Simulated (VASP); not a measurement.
```xyz
63
Lattice="7.1466 0.0000 0.0000 0.0000 7.1466 0.0000 0.0000 0.0000 7.1466" Properties=species:S:1:pos:R:3 pbc="T T T"
C      3.5733     0.0000     0.0000
C      4.4697     0.8665     0.8444
C      5.3529     1.7769     0.0023
C      6.2511     2.6855     0.8977
C      5.3861     0.0213     1.7986
C      6.2458     0.8722     2.7274
C      0.0000     0.0000     0.0000
C      0.8933     0.8933     0.8933
C      1.7866     1.7866     0.0000
C      2.7196     2.6645     0.9419
C      3.5261     3.5584    -0.0119
C      4.4931     4.5106     0.8753
C      5.3599     5.3599     0.0000
C      6.2532     6.2532     0.8933
C      1.7866     0.0000     1.7866
C      2.7090     0.9423     2.6884
C      3.5271     1.7813     1.7554
C      5.3726     3.5448     1.7517
C      6.2569     4.4266     2.7031
C      3.6173     0.0444     3.5607
C      4.4762     0.9095     4.4677
C      5.3570     1.7374     3.5300
C      6.2467     2.6731     4.4351
C      5.3599     0.0000     5.3599
C      6.2532     0.8933     6.2532
C      0.0000     3.5733     0.0000
C      0.8933     4.4666     0.8933
C      1.7866     5.3599     0.0000
C      2.6800     6.2532     0.8933
C      0.0000     1.7866     1.7866
C      0.8933     2.6800     2.6800
C      1.8130     3.6040     1.7665
C      2.6437     4.4802     2.6307
C      3.6022     5.3601     1.8364
C      4.4666     6.2532     2.6800
C      0.0000     0.0000     3.5733
C      0.8933     0.8933     4.4666
C      1.7867     1.7829     3.5233
C      2.7289     2.7178     4.4383
C      4.4695     4.4731     4.5000
C      5.3161     5.3706     3.5736
C      6.2532     6.2532     4.4666
C      1.7866     0.0000     5.3599
C      2.6800     0.8933     6.2532
C      3.5473     1.7414     5.3274
C      4.4666     2.6800     6.2532
C      5.3398     3.6099     5.3947
C      6.2532     4.4666     6.2532
C      0.0000     5.3599     1.7866
C      0.8933     6.2532     2.6800
C      0.0000     3.5733     3.5733
C      0.8933     4.4666     4.4666
C      1.7866     5.3599     3.5733
C      2.6800     6.2532     4.4666
C      0.0000     1.7866     5.3599
C      0.8933     2.6800     6.2532
C      1.7866     3.5733     5.3599
C      2.6800     4.4666     6.2532
C      3.5733     5.3599     5.3599
C      4.4666     6.2532     6.2532
C      0.0000     5.3599     5.3599
C      0.8933     6.2532     6.2532
O      3.5838     3.5705     3.5592
```
Cell charge +1.

These are PBE GGA, VASP's PBE PAW potentials (set 64) (plane waves; VASP) values and carry that method's errors. Settings: PREC = Normal, LREAL = Auto, ISYM = 0, NELECT = 253.0, EDIFF = 1E-5, 400 eV cut-off, 1×1×1 Γ-centred mesh, Gaussian smearing of 0.050 eV, potentials C O. Starting moments (MAGMOM): 63*0.0476. The cell's moment is fixed (NUPDOWN = 3).

The cell is charged, with a uniform compensating background. The supercell is sampled at Γ alone, which is coarse: total energies, pressure and levels can be off, energies of defects by several tenths of an eV.

The ions are relaxed. Give the cell that the relaxation ends in.

```xyz
63
Lattice="7.1466 0.0000 0.0000 0.0000 7.1466 0.0000 0.0000 0.0000 7.1466" Properties=species:S:1:pos:R:3 pbc="T T T"
C      3.5717     7.1416     7.1383
C      4.4722     0.8974     0.8942
C      5.3580     1.7901     0.0008
C      6.2506     2.6757     0.8947
C      5.3580     0.0042     1.7874
C      6.2510     0.8973     2.6732
C      7.1437     0.0042     0.0012
C      0.8932     0.8927     0.8892
C      1.7761     1.7886     7.1360
C      2.6925     2.6701     0.8946
C      3.5789     3.5693     0.0046
C      4.4779     4.4552     0.8959
C      5.3598     5.3716     7.1370
C      6.2555     6.2547     0.8898
C      1.7763     7.1400     1.7849
C      2.6928     0.8992     2.6661
C      3.4811     1.6917     1.6879
C      5.4560     3.6666     1.6890
C      6.2493     4.4548     2.6670
C      3.5795     0.0085     3.5660
C      4.4788     0.8983     4.4524
C      5.4573     1.6913     3.6639
C      6.2499     2.6696     4.4522
C      5.3602     7.1394     5.3692
C      6.2558     0.8923     6.2519
C      0.0065     3.5767     7.1385
C      0.8982     4.4690     0.8926
C      1.7868     5.3612     0.0010
C      2.6792     6.2502     0.8923
C      7.1445     1.7902     1.7870
C      0.8937     2.6806     2.6772
C      1.7962     3.5627     1.7952
C      2.6462     4.5027     2.6615
C      3.5862     5.3521     1.7956
C      4.4675     6.2550     2.6776
C      0.0068     7.1415     3.5737
C      0.8989     0.8960     4.4655
C      1.7971     1.7996     3.5583
C      2.6468     2.6653     4.4980
C      4.4832     4.5024     4.4992
C      5.3496     5.3520     3.5595
C      6.2527     6.2497     4.4659
C      1.7873     0.0046     5.3577
C      2.6795     0.8960     6.2463
C      3.5866     1.7991     5.3481
C      4.4675     2.6805     6.2515
C      5.3494     3.5623     5.3490
C      6.2525     4.4690     6.2470
C      0.0081     5.3715     1.7855
C      0.8944     6.2540     2.6714
C      7.1400     3.5692     3.5660
C      0.8865     4.4651     4.4616
C      1.7799     5.3691     3.5797
C      2.6834     6.2624     4.4612
C      0.0086     1.7882     5.3690
C      0.8942     2.6748     6.2505
C      1.7797     3.5832     5.3652
C      2.6830     4.4650     6.2586
C      3.5652     5.3689     5.3655
C      4.4734     6.2540     6.2512
C      7.1438     5.3611     5.3583
C      0.8943     6.2539     6.2506
O      3.5163     3.6330     3.6289
```
Cell charge +1. The cell ends with 3.00 μB, on the first 30 sites 0.04 0.00 0.02 0.00 0.02 0.00 0.01 0.00 0.04 -0.01 0.01 -0.01 0.04 0.00 0.04 -0.01 0.41 0.41 -0.01 0.01 -0.01 0.41 -0.01 0.04 0.00 0.04 0.00 0.01 0.00 0.02 μB.

How much energy does the relaxation gain?

The energy (σ→0) changes by -35.3 meV/atom, in 12 ionic steps.

The cell is a supercell with a defect, built from C (diamond): O_C-vac_C, charge +1.
